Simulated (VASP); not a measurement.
```
CELL_PARAMETERS angstrom
      0.00000     2.35000     2.35000
      2.35000     0.00000     2.35000
      2.35000     2.35000     0.00000
ATOMIC_POSITIONS crystal
  Zr 0.00000 0.00000 0.00000
  C  0.50000 0.50000 0.50000
```

All values below come from PBE GGA, VASP's PBE PAW potentials (set 64) (plane waves; VASP). Settings: 520 eV cut-off, 12×12×12 Γ-centred mesh, first-order Methfessel-Paxton smearing of 0.10 eV, potentials Zr_sv C.

Give the stress tensor in GPa (positive for a compressed cell).

```
1.58  0.00  0.00
0.00  1.58  0.00
0.00  0.00  1.58
```
The pressure is its mean diagonal, 1.58 GPa.

The compound is ZrC in the rock salt structure. The cell was not relaxed at this level.
